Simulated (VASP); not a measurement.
Output of a VASP run:

**OSZICAR**
```
       N       E                     dE             d eps       ncg     rms          rms(c)
DAV:   1    -0.893042662514E+01   -0.89304E+01   -0.23688E+00   589   0.187E+01    0.189E+01
DAV:   2    -0.893602846275E+01   -0.56018E-02   -0.70232E-02   587   0.379E+00    0.124E+01
DAV:   3    -0.893385336248E+01    0.21751E-02   -0.64965E-03   558   0.135E+00    0.761E+00
DAV:   4    -0.893317728954E+01    0.67607E-03   -0.67278E-04   481   0.341E-01    0.456E+00
DAV:   5    -0.893297076350E+01    0.20653E-03   -0.18737E-04   451   0.116E-01    0.272E+00
DAV:   6    -0.893291792182E+01    0.52842E-04   -0.46402E-05   491   0.585E-02    0.162E+00
DAV:   7    -0.893290417370E+01    0.13748E-04   -0.97070E-06   470   0.293E-02    0.963E-01
DAV:   8    -0.893290092235E+01    0.32513E-05   -0.26190E-06   481   0.149E-02    0.572E-01
DAV:   9    -0.893290164136E+01   -0.71900E-06   -0.83894E-07   313   0.769E-03
   1 F= -.89329016E+01 E0= -.89329016E+01  d E =-.169046E-13
```

OUTCAR:
```
------------------------ aborting loop because EDIFF is reached ----------------------------------------
  FORCE on cell =-STRESS in cart. coord.  units (eV):
  Direction    XX          YY          ZZ          XY          YZ          ZX
  --------------------------------------------------------------------------------------
  Total        0.9676561      0.9676561      0.9676561     -0.0000000      0.0000000      0.0000000
  in kB       28.3278129     28.3278129     28.3278129     -0.0000000      0.0000000      0.0000000
  external PRESSURE =      28.3278129 kB  Pullay stress =       0.0000000 kB
  volume of cell :       54.73
      direct lattice vectors                 reciprocal lattice vectors
     0.000000000  3.013442149  3.013442149    -0.165923212  0.165923212  0.165923212
     3.013442149  0.000000000  3.013442149     0.165923212 -0.165923212  0.165923212
     3.013442149  3.013442149  0.000000000     0.165923212  0.165923212 -0.165923212
  FREE ENERGIE OF THE ION-ELECTRON SYSTEM (eV)
  ---------------------------------------------------
  free  energy   TOTEN  =        -8.9329016414 eV

  energy  without entropy=       -8.9329016414  energy(sigma->0) =       -8.93290164

  exchange ACFDT corr.  =         0.00000000  see jH, gK, PRB 81, 115126
```
(Selected blocks of OUTCAR.)

### POSCAR
```
GaSb
1
    0.0000000000     3.0134421495     3.0134421495
    3.0134421495     0.0000000000     3.0134421495
    3.0134421495     3.0134421495     0.0000000000
Ga Sb
1 1
Direct
  0.0000000000   0.0000000000   0.0000000000
  0.2500000000   0.2500000000   0.2500000000
```

Question: Write an INCAR and KPOINTS that could have produced this output.

Answer: This is not unique; one that fits is the input of the run itself, HSE06 screened hybrid, plane waves, VASP's PBE PAW potentials (set 64).

INCAR:
```
# general
SYSTEM   = GaSb
PREC     = Accurate
ENCUT    = 520
LREAL    = .FALSE.
LASPH    = .TRUE.
ISYM     = 3

# electronic loop
EDIFF    = 1E-6
NELM     = 60
ALGO     = Normal
LMAXMIX  = 4

# smearing
ISMEAR   = 0
SIGMA    = 0.05

# functional
GGA      = PE
LHFCALC  = .TRUE.
AEXX     = 0.25
HFSCREEN = 0.2
PRECFOCK = Fast

# ions
ISIF     = 2

# output
LWAVE    = .FALSE.
LCHARG   = .FALSE.
```

### KPOINTS
```
Automatic mesh
0
Gamma
6 6 6
0 0 0
```

POTCAR, in this order: Ga_d Sb (PBE.64 set). Program: vasp_std. Read from the step before: WAVECAR.

The compound is GaSb in the zinc blende structure. This cell is one point of a volume scan, at 0.91 of the reference volume. The cell's shape comes from a PBE relaxation.
